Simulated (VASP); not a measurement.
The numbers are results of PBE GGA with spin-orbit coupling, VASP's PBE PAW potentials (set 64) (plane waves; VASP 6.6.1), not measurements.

VASP ran on this input.

**KPOINTS**
```
Automatic
0
G
  8 8 8
0 0 0
```

**POSCAR**
```
BAs
4.780
  0.0000000000   0.5000000000   0.5000000000
  0.5000000000   0.0000000000   0.5000000000
  0.5000000000   0.5000000000   0.0000000000
B As
1 1
Direct
  0.0000000000   0.0000000000   0.0000000000
  0.2500000000   0.2500000000   0.2500000000
```

**INCAR**
```
SYSTEM = BAs
PREC = Accurate
ENCUT = 400
EDIFF = 1E-6
NELM = 100
ALGO = Normal
LREAL = .FALSE.
LASPH = .TRUE.
ISMEAR = -1
SIGMA = 0.05
GGA = PE
LMAXMIX = 4
LWAVE = .FALSE.
LCHARG = .FALSE.
ISIF = 2
LSORBIT = .TRUE.
LNONCOLLINEAR = .TRUE.
MAGMOM = 0.0 0.0 0.0 0.0 0.0 0.0
GGA_COMPAT = .FALSE.
LORBIT = 11
```

POTCAR, in this order: B As (PBE.64 set). Program: vasp_ncl.

The resulting files:

OSZICAR:
```
       N       E                     dE             d eps       ncg     rms          rms(c)
DAV:   1     0.145017412667E+02    0.14502E+02   -0.28311E+03  1376   0.707E+02
DAV:   2    -0.109693298838E+02   -0.25471E+02   -0.23519E+02  2000   0.130E+02
DAV:   3    -0.120456058917E+02   -0.10763E+01   -0.10714E+01  1792   0.256E+01
DAV:   4    -0.120504899110E+02   -0.48840E-02   -0.48833E-02  1552   0.201E+00
DAV:   5    -0.120505112461E+02   -0.21335E-04   -0.21334E-04  1720   0.129E-01    0.493E+00
DAV:   6    -0.114769789390E+02    0.57353E+00   -0.59383E-01  1608   0.694E+00    0.243E+00
DAV:   7    -0.114222923104E+02    0.54687E-01   -0.16805E-01  1752   0.322E+00    0.971E-01
DAV:   8    -0.114151880109E+02    0.71043E-02   -0.16917E-02  1480   0.115E+00    0.119E-01
DAV:   9    -0.114150735240E+02    0.11449E-03   -0.10318E-03  1552   0.317E-01    0.558E-02
DAV:  10    -0.114152240198E+02   -0.15050E-03   -0.25122E-04  1664   0.124E-01    0.411E-02
DAV:  11    -0.114152521226E+02   -0.28103E-04   -0.25047E-05  1648   0.432E-02    0.163E-02
DAV:  12    -0.114152525865E+02   -0.46393E-06   -0.31364E-06  1720   0.167E-02
   1 F= -.11415253E+02 E0= -.11415252E+02  d E =-.215019E-06  mag=     0.0000    -0.0000    -0.0000
```

OUTCAR:
```
------------------------ aborting loop because EDIFF is reached ----------------------------------------
  FORCE on cell =-STRESS in cart. coord.  units (eV):
  Direction    XX          YY          ZZ          XY          YZ          ZX
  --------------------------------------------------------------------------------------
  Total        0.5418683      0.5418683      0.5418683     -0.0000000      0.0000000      0.0000000
  in kB       31.7965970     31.7965970     31.7965970     -0.0000000      0.0000000      0.0000000
  external PRESSURE =      31.7965970 kB  Pullay stress =       0.0000000 kB
  volume of cell :       27.30
      direct lattice vectors                 reciprocal lattice vectors
     0.000000000  2.390000000  2.390000000    -0.209205021  0.209205021  0.209205021
     2.390000000  0.000000000  2.390000000     0.209205021 -0.209205021  0.209205021
     2.390000000  2.390000000  0.000000000     0.209205021  0.209205021 -0.209205021
  FREE ENERGIE OF THE ION-ELECTRON SYSTEM (eV)
  ---------------------------------------------------
  free  energy   TOTEN  =       -11.4152525865 eV

  energy  without entropy=      -11.4152523715  energy(sigma->0) =      -11.41525248

 total charge

# of ion       s       p       d       tot
------------------------------------------
    1        0.660   1.178   0.000   1.838
    2        1.172   1.662   0.088   2.923
--------------------------------------------------
tot          1.832   2.840   0.088   4.760

 magnetization (x)

# of ion       s       p       d       tot
------------------------------------------
    1        0.000  -0.000   0.000  -0.000
    2        0.000  -0.000  -0.000  -0.000
--------------------------------------------------
tot          0.000  -0.000  -0.000  -0.000

 magnetization (y)

# of ion       s       p       d       tot
------------------------------------------
    1        0.000   0.000   0.000   0.000
    2        0.000   0.000  -0.000  -0.000
--------------------------------------------------
tot          0.000   0.000  -0.000  -0.000

 magnetization (z)

# of ion       s       p       d       tot
------------------------------------------
    1        0.000   0.000   0.000   0.000
    2       -0.000  -0.000   0.000   0.000
--------------------------------------------------
tot          0.000   0.000   0.000   0.000

 Ion:    1  E_soc:     -0.0000096

 Ion:    2  E_soc:     -0.0211568
```
(Selected blocks of OUTCAR.)

At this cut-off the stress carries a Pulay error, which pulls relaxed volumes low.

The structure is a typed BAs crystal (F-43m). The cell was not relaxed at this level. The run is one of a series of settings (GGA_COMPAT = .FALSE., LNONCOLLINEAR = .TRUE., LSORBIT = .TRUE., MAGMOM = 0.0 0.0 0.0 0.0 0.0 0.0, program vasp_ncl against the base run), some of them coarse on purpose.
